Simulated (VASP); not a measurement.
Given:

```xyz
4
Lattice="3.7926 0.0000 0.0000 -1.8963 3.2845 0.0000 0.0000 0.0000 8.0965" Properties=species:S:1:pos:R:3 pbc="T T T"
Pb     0.0000     0.0000     0.0000
Pb     0.0000     0.0000     4.0483
Te     0.0000     2.1896     2.0241
Te     1.8963     1.0948     6.0724
```

Method: PBEsol GGA, VASP's PBE PAW potentials (set 64) (plane waves; VASP). Numerical set-up: 500 eV cut-off, 9×9×4 Γ-centred mesh, first-order Methfessel-Paxton smearing of 0.10 eV, potentials Pb_d Te.

Unless said otherwise, spin-orbit coupling is left out, though it shifts the bands of the heavy elements here.

Q: Estimate the energy per atom (σ→0), pressure, band gap (on the k-mesh) with the smallest direct gap where there is one.

A: 
```yaml
band gap (on the k-mesh): none (metal, semimetal or under 0.01 eV)
energy per atom (σ→0): -3.635 eV/atom
pressure: 20.00 GPa
```

Only differences to runs with the same potentials and settings are physical.

The structure was generated: PbTe was put into the NiAs type type (P6_3/mmc), which need not be its known phase. It was relaxed first under an external pressure of 20 GPa.
